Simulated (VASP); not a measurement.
# TiRhC (P4/mmm) in VASP: equation of state

Aim: energy against volume of TiRhC in PBE, for its equilibrium volume and stiffness.

Everything below comes from runs of VASP 6.6.1. Logs are shortened: lines on timing, memory, paths and dates and some standing lists are left out, and cuts for length are marked.

## 1. The structure

The structure is tetragonal, space group P4/mmm (No. 123). Conventional cell: a = 3.500 Å, b = 3.500 Å, c = 4.071 Å, α = 90.00°, β = 90.00°, γ = 90.00°. Around Ti (site symmetry 4/mmm) lie 2 C at 2.04 Å. Rh (site symmetry 4/mmm) has 4 Ti at 2.47 Å as nearest neighbours. Around C (site symmetry 4/mmm) lie 2 Ti at 2.04 Å.

The cell was built by a generator and needn't be a form met in nature.

## 2. Equation of state, PBE, 15.63 Å³/atom (volume scaled by 0.94)

File INCAR:

```
PREC = Accurate
ENCUT = 520
EDIFF = 1E-7
ISMEAR = -1
SIGMA = 0.05
LREAL = False
LASPH = True
NELM = 100
ALGO = Normal
ISIF = 2
LWAVE = False
LCHARG = False
GGA = PE
NBANDS = 22
```

File KPOINTS:

```
regular mesh
0
Gamma
  8 8 7
```

File POSCAR:

```
TiRhC
1.0
    3.4283554633      0.0000000000      0.0000000000
    0.0000000000      3.4283554633      0.0000000000
    0.0000000000      0.0000000000      3.9883162706
Ti Rh C
1 1 1
Direct
    0.5000000000      0.5000000000      0.0000000000
    0.0000000000      0.0000000000      0.0000000000
    0.5000000000      0.5000000000      0.5000000000
```

Potentials or basis: VASP PAW PBE potentials, release 64 (Ti_sv, Rh_pv, C).

Launch:

```sh
$ cat potpaw_PBE.64/Ti_sv/POTCAR potpaw_PBE.64/Rh_pv/POTCAR potpaw_PBE.64/C/POTCAR > POTCAR
$ mpirun -np 1 vasp_std > vasp.out
```

OUTCAR:

```text
PREC = Accurate
   ENCUT = 520
   EDIFF = 1E-7
   ISMEAR = -1
   LREAL = False
   LASPH = True
   NELM = 100
   ISIF = 2
   GGA = PE

 Found     60 irreducible k-points:

 Following reciprocal coordinates:
            Coordinates               Weight
  0.000000  0.000000  0.000000      1.000000
  0.125000  0.000000  0.000000      4.000000
  0.250000  0.000000  0.000000      4.000000
  0.375000  0.000000  0.000000      4.000000
  0.500000  0.000000  0.000000      2.000000
  0.125000  0.125000  0.000000      4.000000
   k-points           NKPTS =     60   k-points in BZ     NKDIM =     60   number of bands    NBANDS=     22
   number of dos      NEDOS =    301   number of ions     NIONS =      3
   total plane-waves  NPLWV =  23520
   dimension x,y,z NGX =    28 NGY =   28 NGZ =   30
   dimension x,y,z NGXF=    56 NGYF=   56 NGZF=   60
   ions per type =               1   1   1
   NGX,Y,Z   is equivalent  to a cutoff of  13.58, 13.58, 12.50 a.u.
   NGXF,Y,Z  is equivalent  to a cutoff of  27.16, 27.16, 25.01 a.u.
 SYSTEM =  unknown system
   PREC   = accura    normal or accurate (medium, high low for compatibility)
   ISTART =      0    job   : 0-new  1-cont  2-samecut
   ICHARG =      2    charge: 1-file 2-atom 10-const
   ISPIN  =      1    spin polarized calculation?
   LNONCOLLINEAR =      F non collinear calculations
   LSORBIT =      F    spin-orbit coupling
   LASPH  =      T    aspherical Exc in radial PAW
   ENCUT  =  520.0 eV  38.22 Ry    6.18 a.u.   6.37  6.37  7.42*2*pi/ulx,y,z
   NELM   =    100;   NELMIN=  2; NELMDL= -5     # of ELM steps
   EDIFF  = 0.1E-06   stopping-criterion for ELM
   LREAL  =      F    real-space projection
   EDIFFG = 0.1E-05   stopping-criterion for IOM
   NSW    =      0    number of steps for IOM
   IBRION =     -1    ionic relax: 0-MD 1-quasi-New 2-CG
   NFREE  =      0    steps in history (QN), initial steepest desc. (CG)
   ISIF   =      2    stress and relaxation
   ISYM   =      2    0-nonsym 1-usesym 2-fastsym
   POTIM  = 0.5000    time-step for ionic-motion
   TEBEG  =    0.0;   TEEND  =   0.0 temperature during run
   PSTRESS=    0.0 pullay stress
   NELECT =      31.0000    total number of electrons
   NUPDOWN=      -1.0000    fix difference up-down
   EMIN   =  10.00;   EMAX   =-10.00  energy-range for DOS
   EFERMI =   0.00;   METHOD = LEGACY
   ISMEAR =    -1;   SIGMA  =   0.05  broadening in eV -4-tet -1-fermi 0-gaus
   EFERMI_NEDOS =   21; number of points for ismear=-14 and -15
   IALGO  =     38    algorithm
   IMIX   =      4    mixing-type and parameters
     AMIX     =   0.40;   BMIX     =  1.00
     AMIX_MAG =   1.60;   BMIX_MAG =  1.00
  volume/ion in A,a.u.               =      15.63       105.45
  Fermi-wavevector in a.u.,A,eV,Ry     =   1.426292  2.695300 27.678434  2.034308
  Thomas-Fermi vector in A             =   2.546584
   LORBIT       =      0    0 simple, 1 ext, 2 COOP (PROOUT), +10 PAW based schemes
   GGA     = PE    functional components
   LHFCALC =     F    Hartree Fock is set to
   AEXX    =    0.0000 exact exchange contribution
   IVDW    =     0    specifies the selected vdW correction
   LEPSILON=     F    determine dielectric tensor
   LRPA    =     F    only Hartree local field effects (RPA)
 non-spin polarized calculation
  energy-cutoff  :      520.00
  volume of cell :       46.88
 maximum number of plane-waves:      1274
 NGX is ok and might be reduce to    28
   NGX = 13   NGY = 13   NGZ = 15

 number of electron      30.9999995 magnetization

 Free energy of the ion-electron system (eV)
  ---------------------------------------------------
  ext. energy  EPLUGINS =         0.00000000
  ---------------------------------------------------
  free energy    TOTEN  =       -19.80696093 eV

  energy without entropy =      -19.77461389  energy(sigma->0) =      -19.79078741

 E-fermi :   6.3054     XC(G=0): -11.2267

 val. band max:        6.3005665040   @ k =   0.2500   0.2500   0.4286
 cond. band min:       6.3236496696   @ k =   0.2500   0.1250   0.2857
 fundamental gap:      0.0230831656
 Fermi energy:         6.3053752024

 k-point     1 :       0.0000    0.0000    0.0000
  band No.  band energies     occupation
      1     -50.3537      2.00000
      2     -40.0178      2.00000
      3     -40.0178      2.00000
      4     -39.6736      2.00000
      5     -26.7098      2.00000
      6     -26.7098      2.00000
[... 14 lines left out ...]
     21      11.2762      0.00000
     22      12.4975      0.00000

 k-point     2 :       0.1250    0.0000    0.0000
  band No.  band energies     occupation
      1     -50.3545      2.00000
      2     -40.0172      2.00000
      3     -40.0159      2.00000
      4     -39.6732      2.00000
      5     -26.7277      2.00000
      6     -26.7178      2.00000
[... 14 lines left out ...]
     21      10.6700      0.00000
     22      12.3803      0.00000

 k-point     3 :       0.2500    0.0000    0.0000
  band No.  band energies     occupation
      1     -50.3563      2.00000
      2     -40.0157      2.00000
      3     -40.0115      2.00000
      4     -39.6721      2.00000
      5     -26.7706      2.00000
      6     -26.7368      2.00000
[... 14 lines left out ...]
     21       9.3855      0.00000
     22      11.9227      0.00000

 k-point     4 :       0.3750    0.0000    0.0000
  band No.  band energies     occupation
      1     -50.3581      2.00000
      2     -40.0142      2.00000
      3     -40.0071      2.00000
      4     -39.6711      2.00000
      5     -26.8132      2.00000
      6     -26.7558      2.00000
[... 14 lines left out ...]
     21       8.6259      0.00000
     22      11.0201      0.00000

 k-point     5 :       0.5000    0.0000    0.0000
  band No.  band energies     occupation
      1     -50.3589      2.00000
      2     -40.0136      2.00000
      3     -40.0053      2.00000
      4     -39.6706      2.00000
      5     -26.8308      2.00000
      6     -26.7637      2.00000
[... 14 lines left out ...]
     21       8.7695      0.00000
     22      10.4201      0.00000

 k-point     6 :       0.1250    0.1250    0.0000
  band No.  band energies     occupation
      1     -50.3549      2.00000
      2     -40.0228      2.00000
      3     -40.0101      2.00000
      4     -39.6728      2.00000
      5     -26.7484      2.00000
      6     -26.7171      2.00000
[... 14 lines left out ...]
     21      10.0809      0.00000
     22      12.4021      0.00000

 [... further k-points ...]

------------------------ aborting loop because EDIFF is reached ----------------------------------------

  FORCE on cell =-STRESS in cart. coord.  units (eV):
  Direction    XX          YY          ZZ          XY          YZ          ZX
  --------------------------------------------------------------------------------------
  -------------------------------------------------------------------------------------
  Total        2.2012721      2.2012721      2.8821371      0.0000000     -0.0000000      0.0000000
  in kB       75.2355396     75.2355396     98.5062835      0.0000000     -0.0000000      0.0000000
  external PRESSURE =      82.9924543 kB  Pullay stress =       0.0000000 kB

 VOLUME and BASIS-vectors are now :
 -----------------------------------------------------------------------------
  energy-cutoff  :      520.00
  volume of cell :       46.88
      direct lattice vectors                 reciprocal lattice vectors
     3.428355463  0.000000000  0.000000000     0.291685040  0.000000000  0.000000000
     0.000000000  3.428355463  0.000000000     0.000000000  0.291685040  0.000000000
     0.000000000  0.000000000  3.988316271     0.000000000  0.000000000  0.250732372

 POSITION                                       TOTAL-FORCE (eV/Angst)
 -----------------------------------------------------------------------------------
      1.71418      1.71418      0.00000         0.000000      0.000000      0.000000
      0.00000      0.00000      0.00000         0.000000      0.000000      0.000000
      1.71418      1.71418      1.99416         0.000000      0.000000      0.000000
 -----------------------------------------------------------------------------------
    total drift:                                0.000000      0.000000     -0.000000

  FREE ENERGIE OF THE ION-ELECTRON SYSTEM (eV)
  ---------------------------------------------------
  free  energy   TOTEN  =       -19.8069609268 eV

  energy  without entropy=      -19.7746138910  energy(sigma->0) =      -19.79078741
```

It took 1.9 min on 1 thread of Intel Xeon Platinum 8259CL at 2.50GHz (Skylake/Cascade Lake), shared host; peak memory 0.21 GiB.

Results:

```
Free energy            : -19.8070 eV
Pressure               : 8.3 GPa
Band gap on the k mesh : none (metal or under the smearing width)
```

## 3. Equation of state, PBE, 15.96 Å³/atom (volume scaled by 0.96)

File INCAR:

```
SYSTEM = TiRhC
ALGO = Normal
EDIFF = 1E-7
ENCUT = 520
GGA = PE
ISIF = 2
ISMEAR = -1
LASPH = .True.
LCHARG = .False.
LREAL = .False.
LWAVE = .False.
NBANDS = 22
NELM = 100
PREC = Accurate
SIGMA = 0.05
```

File KPOINTS:

```
k-points
0
Gamma
  8 8 7
  0 0 0
```

File POSCAR:

```
TiRhC
1.0
    3.4524996071      0.0000000000      0.0000000000
    0.0000000000      3.4524996071      0.0000000000
    0.0000000000      0.0000000000      4.0164039303
Ti Rh C
1 1 1
Direct
    0.5000000000      0.5000000000      0.0000000000
    0.0000000000      0.0000000000      0.0000000000
    0.5000000000      0.5000000000      0.5000000000
```

Potentials or basis: VASP PAW PBE potentials, release 64 (Ti_sv, Rh_pv, C).

Launch:

```sh
$ cat potpaw_PBE.64/Ti_sv/POTCAR potpaw_PBE.64/Rh_pv/POTCAR potpaw_PBE.64/C/POTCAR > POTCAR
$ mpirun -np 1 vasp_std > vasp.out
```

Wall time 77 s (1 thread of Intel Xeon Platinum 8259CL at 2.50GHz (Skylake/Cascade Lake), shared host); peak memory 0.21 GiB.

It converged, with:

| Quantity | Value |
| --- | --- |
| Free energy | -19.8498 eV |
| Pressure | 5.4 GPa |
| Band gap on the k mesh | none (metal or under the smearing width) |

## 4. Equation of state, PBE, 16.29 Å³/atom (volume scaled by 0.98)

File INCAR:

```
SYSTEM = TiRhC
ALGO = Normal ; EDIFF = 1E-7
ENCUT = 520 ; GGA = PE
ISIF = 2 ; ISMEAR = -1
LASPH = .TRUE. ; LCHARG = .FALSE.
LREAL = .FALSE. ; LWAVE = .FALSE.
NBANDS = 22 ; NELM = 100
PREC = Accurate ; SIGMA = 0.05
```

File KPOINTS:

```
k-points
0
G
  8 8 7
  0 0 0
```

File POSCAR:

```
TiRhC
1.0
    3.4763107016      0.0000000000      0.0000000000
    0.0000000000      3.4763107016      0.0000000000
    0.0000000000      0.0000000000      4.0441041431
Ti Rh C
1 1 1
Direct
    0.5000000000      0.5000000000      0.0000000000
    0.0000000000      0.0000000000      0.0000000000
    0.5000000000      0.5000000000      0.5000000000
```

Launch:

```sh
$ cat potpaw_PBE.64/Ti_sv/POTCAR potpaw_PBE.64/Rh_pv/POTCAR potpaw_PBE.64/C/POTCAR > POTCAR
$ mpirun -np 1 vasp_std > vasp.out
```

Wall time 71 s (1 thread of Intel Xeon Platinum 8259CL at 2.50GHz (Skylake/Cascade Lake), shared host); peak memory 0.21 GiB.

It converged, with:

- Free energy: -19.8753 eV
- Pressure: 2.7 GPa
- Band gap on the k mesh: none (metal or under the smearing width)

## 5. Equation of state, PBE, 16.96 Å³/atom (volume scaled by 1.02)

File INCAR:

```
  ALGO = Normal
  EDIFF = 1E-7
  ENCUT = 520
  GGA = PE
  ISIF = 2
  ISMEAR = -1
  LASPH = True
  LCHARG = False
  LREAL = False
  LWAVE = False
  NBANDS = 22
  NELM = 60
  PREC = Accurate
  SIGMA = 0.05
```

File KPOINTS:

```
k-points
0
Gamma
  8 8 7
```

File POSCAR:

```
TiRhC
1.0
    3.5229781589      0.0000000000      0.0000000000
    0.0000000000      3.5229781589      0.0000000000
    0.0000000000      0.0000000000      4.0983938984
Ti Rh C
1 1 1
Direct
    0.5000000000      0.5000000000      0.0000000000
    0.0000000000      0.0000000000      0.0000000000
    0.5000000000      0.5000000000      0.5000000000
```

Launch:

```sh
$ cat potpaw_PBE.64/Ti_sv/POTCAR potpaw_PBE.64/Rh_pv/POTCAR potpaw_PBE.64/C/POTCAR > POTCAR
$ mpirun -np 1 vasp_std > vasp.out
```

It took 61 s on 1 thread of Intel Xeon Platinum 8259CL at 2.50GHz (Skylake/Cascade Lake), shared host; peak memory 0.21 GiB.

It converged, with:

- Free energy: -19.8809 eV
- Pressure: -1.8 GPa
- Band gap on the k mesh: none (metal or under the smearing width)

## 6. Equation of state, PBE, 17.29 Å³/atom (volume scaled by 1.04)

File INCAR:

```
PREC = Accurate ; ENCUT = 520
EDIFF = 1E-7 ; ISMEAR = -1
SIGMA = 0.05 ; LREAL = F
LASPH = T ; NELM = 100
ALGO = Normal ; ISIF = 2
LWAVE = F ; LCHARG = F
GGA = PE ; NBANDS = 22
```

File KPOINTS:

```
Automatic mesh
0
Gamma
  8 8 7
```

File POSCAR:

```
TiRhC
1.0
    3.5458552815      0.0000000000      0.0000000000
    0.0000000000      3.5458552815      0.0000000000
    0.0000000000      0.0000000000      4.1250075915
Ti Rh C
1 1 1
Direct
    0.5000000000      0.5000000000      0.0000000000
    0.0000000000      0.0000000000      0.0000000000
    0.5000000000      0.5000000000      0.5000000000
```

Potentials or basis: VASP PAW PBE potentials, release 64 (Ti_sv, Rh_pv, C).

Launch:

```sh
$ cat potpaw_PBE.64/Ti_sv/POTCAR potpaw_PBE.64/Rh_pv/POTCAR potpaw_PBE.64/C/POTCAR > POTCAR
$ mpirun -np 1 vasp_std > vasp.out
```

Wall time 61 s (1 thread of Intel Xeon Platinum 8259CL at 2.50GHz (Skylake/Cascade Lake), shared host); peak memory 0.21 GiB.

The run converged. Its results:

```
Free energy            : -19.8639 eV
Pressure               : -3.8 GPa
Band gap on the k mesh : none (metal or under the smearing width)
```

## 7. Equation of state, PBE, 17.62 Å³/atom (volume scaled by 1.06)

File INCAR:

```
SYSTEM = TiRhC
PREC     = Accurate       ! precision mode
ENCUT    = 520            ! plane-wave cutoff, eV
EDIFF    = 1E-7           ! SCF threshold, eV
ISMEAR   = -1             ! smearing method
SIGMA    = 0.05           ! smearing width, eV
LREAL    = .FALSE.        ! projectors in reciprocal space
LASPH    = .TRUE.         ! aspherical terms in the spheres
NELM     = 80             ! most SCF steps
ALGO     = Normal         ! electronic algorithm
ISIF     = 2              ! what is computed and relaxed
LWAVE    = .FALSE.        ! write WAVECAR
LCHARG   = .FALSE.        ! write CHGCAR
GGA      = PE             ! functional
NBANDS   = 22             ! bands
```

File KPOINTS:

```
Automatic mesh
0
G
  8 8 7
  0 0 0
```

File POSCAR:

```
TiRhC
1.0
    3.5684409559      0.0000000000      0.0000000000
    0.0000000000      3.5684409559      0.0000000000
    0.0000000000      0.0000000000      4.1512822336
Ti Rh C
1 1 1
Direct
    0.5000000000      0.5000000000      0.0000000000
    0.0000000000      0.0000000000      0.0000000000
    0.5000000000      0.5000000000      0.5000000000
```

Launch:

```sh
$ cat potpaw_PBE.64/Ti_sv/POTCAR potpaw_PBE.64/Rh_pv/POTCAR potpaw_PBE.64/C/POTCAR > POTCAR
$ mpirun -np 1 vasp_std > vasp.out
```

Run time: 70 s. Hardware: 1 thread of Intel Xeon Platinum 8259CL at 2.50GHz (Skylake/Cascade Lake), shared host; peak memory 0.21 GiB.

The run converged. Its results:

| Item | Value |
| --- | --- |
| Free energy | -19.8353 eV |
| Pressure | -5.5 GPa |
| Band gap on the k mesh | none (metal or under the smearing width) |

## 8. Equation of state, PBE

Potentials or basis: VASP PAW PBE potentials, release 64 (Ti_sv, Rh_pv, C).

No new run: the results of the series are fitted here.

Results:

```yaml
Equilibrium_volume: 16.68 Å³/atom
Bulk_modulus_at_fixed_shape_and_positions: 112 GPa
Pressure_derivative_of_the_bulk_modulus: 4.1
```

Energy against volume, from the lowest point:
```tsv
volume (Å³/atom)	energy (meV/atom)
15.626	26.07
15.958	11.79
16.291	3.29
16.623	0.00
16.956	1.42
17.288	7.10
17.620	16.63
```

Caveat: the cell was scaled at fixed shape and fractional positions, which overstates the stiffness of a crystal with free parameters, most of all of layers and chains.
